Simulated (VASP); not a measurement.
The system is Mg.

```xyz
2
Lattice="3.2093 0.0000 0.0000 -1.6046 2.7793 0.0000 0.0000 0.0000 5.2103" Properties=species:S:1:pos:R:3 pbc="T T T"
Mg    0.0000    1.8529    1.3026
Mg    1.6047    0.9264    3.9077
```

* Program: VASP 6.6.1
* Task: relaxation of cell and atoms
* Functional: PBE
* Dispersion: D3(BJ)
* Potentials or basis: VASP PAW PBE potentials, release 64 (Mg)
* Cutoff: 600 eV
* k mesh: 15 × 15 × 7
* Occupations: methfessel-paxton, width 0.1 eV
* Spin: no spin polarisation

At the start: pressure -2.5 GPa; volume 23.24 Å³/atom.

How do energy, volume and symmetry change on relaxing?

Over 6 steps the energy falls by 13.8 meV/atom and the volume is 21.67 Å³/atom (-6.8 %); space group P6_3/mmc (No. 194, to 0.05 Å).

The path:
```csv
step,energy change (eV),largest force (eV/Å),pressure (GPa),volume (Å³)
1,0.0000,0.0000,-2.49,46.47
2,-0.0254,0.0000,-0.70,44.09
3,-0.0273,0.0000,-0.02,43.32
4,-0.0273,0.0000,0.04,43.26
5,-0.0274,0.0000,0.03,43.28
6,-0.0276,0.0000,-0.03,43.33
```

Final structure:
```xyz
2
Lattice="3.1549 0.0000 0.0000 -1.5774 2.7322 0.0000 0.0000 0.0000 5.0271" Properties=species:S:1:pos:R:3 pbc="T T T"
Mg    0.0000    1.8215    1.2568
Mg    1.5774    0.9107    3.7703
```

Caveat: pairwise dispersion overbinds metals, which lowers pressure and volume.
